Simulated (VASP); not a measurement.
Given:

```
CELL_PARAMETERS angstrom
      0.00000     1.82101     1.82101
      1.82101     0.00000     1.82101
      1.82101     1.82101     0.00000
ATOMIC_POSITIONS crystal
  B  0.00000 0.00000 0.00000
  N  0.25000 0.25000 0.25000
```

The numbers are results of SCAN meta-GGA, VASP's PBE PAW potentials (set 64) (plane waves; VASP), not measurements. Run with 520 eV cut-off, 12×12×12 Γ-centred mesh, Gaussian smearing of 0.050 eV, potentials B N.

Q: Predict the energy per atom (σ→0), pressure, band gap (on the k-mesh) with the smallest direct gap where there is one.

A: 
```yaml
band gap (on the k-mesh): 4.93 eV
smallest direct gap (on the k-mesh): 9.38 eV
energy per atom (σ→0): -9.766 eV/atom
pressure: -10.92 GPa
```

The absolute energy has meaning only against runs of the same code, potentials and settings.

The compound is BN in the zinc blende structure. This cell is one point of a volume scan, at 1.03 of the reference volume.
